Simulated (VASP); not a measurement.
Write the native input for VASP 6.6.1 that does the following.

- Task: single point
- Functional: PBE
- Potentials or basis: VASP PAW PBE potentials, release 64 (Pm, Se)
- Cutoff: 520 eV
- k mesh: 5 × 5 × 5
- Occupations: gaussian, width 0.05 eV
- Spin: collinear spin, antiferromagnetic start
- Starting moments: [4.0, -4.0, 0.0, 0.0] μB
- Hubbard terms: Pm f U = 4 eV
- Supercell matrix: [0, 1, 1, 1, 0, 1, 1, 1, 0]
- Further INCAR settings: ALGO = Normal; EDIFF = 1e-06; NBANDS = 33

The structure of PmSe lies in POSCAR:

```
PmSe
1.0
    6.4463808200      3.2231904100      3.2231904100
    3.2231904100      6.4463808200      3.2231904100
    3.2231904100      3.2231904100      6.4463808200
Pm Se
2 2
Direct
    0.0000000000      0.0000000000      0.0000000000
    0.5000000000      0.5000000000      0.5000000000
    0.1250000000      0.1250000000      0.1250000000
    0.6250000000      0.6250000000      0.6250000000
```

The cell comes from a database or a generator and needn't be the stable form of this composition.

These files were run (other wordings do the same):

INCAR

```
SYSTEM = PmSe
PREC     = Accurate       ! precision mode
ENCUT    = 520            ! plane-wave cutoff, eV
EDIFF    = 1E-6           ! SCF threshold, eV
ISMEAR   = 0              ! smearing method
SIGMA    = 0.05           ! smearing width, eV
LREAL    = .False.        ! projectors in reciprocal space
LASPH    = .True.         ! aspherical terms in the spheres
NELM     = 100            ! most SCF steps
ALGO     = Normal         ! electronic algorithm
ISIF     = 2              ! what is computed and relaxed
LWAVE    = .False.        ! write WAVECAR
LCHARG   = .False.        ! write CHGCAR
ISPIN    = 2              ! spin polarisation
MAGMOM   = 4 -4 0 0       ! initial moments
LORBIT   = 11             ! projections on sites
LMAXMIX  = 6              ! l up to which the mixer works
LDAU     = .True.         ! DFT+U
LDAUTYPE = 2            
LDAUL    = 3 -1           ! shell
LDAUU    = 4 0            ! U, eV
LDAUJ    = 0 0          
LDAUPRINT= 1            
GGA      = PE             ! functional
NBANDS   = 33             ! bands
```

KPOINTS

```
regular mesh
0
Gamma
  5 5 5
  0 0 0
```

Potentials or basis: VASP PAW PBE potentials, release 64 (Pm, Se).

The run is started by

```sh
$ cat potpaw_PBE.64/Pm/POTCAR potpaw_PBE.64/Se/POTCAR > POTCAR
$ mpirun -np 1 vasp_std > vasp.out
```

It gave:

| Item | Value |
| --- | --- |
| Pressure | 6.3 GPa |
| Band gap on the k mesh | none (metal or under the smearing width) |
| Net moment | 0.00 μB per cell |
| Site moments | Pm +4.42, -4.42; Se +0.03, -0.03 μB |
| Valence electrons inside the program's atomic spheres | Pm 12.42; Se 3.99 |

Caveat: the magnetic or orbital state may not be the lowest; spin-orbit coupling is left out, which moves the levels of the heavy elements.

Run time: 15 min on 1 thread of Intel(R) Xeon(R) 6975P-C (Granite Rapids), with other jobs on the host, peak memory 0.69 GiB.
